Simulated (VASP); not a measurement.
NaCl (rock salt) relaxed at rising pressure, in one space group throughout; other phases were not tried. The pressures are those reached. Computed with PBEsol GGA, VASP's PBE PAW potentials (set 64) (plane waves; VASP).

```tsv
P (GPa)	V (Å³/atom)	k-mesh
0.14	21.858	8×8×8
4.84	19.200	9×9×9
10.05	17.533	9×9×9
19.96	15.625	9×9×9
29.88	14.414	9×9×9
```

A change of mesh leaves a small step in the series.

### Question
Fit an equation of state and predict the volume at 44.86 GPa.

### Answer
Least squares on the third-order Birch-Murnaghan form, P = (3B0/2)(y⁷ − y⁵)[1 + (3/4)(B′ − 4)(y² − 1)] with y = (V0/V)^(1/3), gives V0 = 21.967 Å³/atom, B0 = 26 GPa and B′ = 4.6, and so 13.181 Å³/atom. The run gave 13.172 Å³/atom, -0.1 % from the fit.

Pressures at which the relaxation failed are left out.

The compound is NaCl in the rock salt structure.
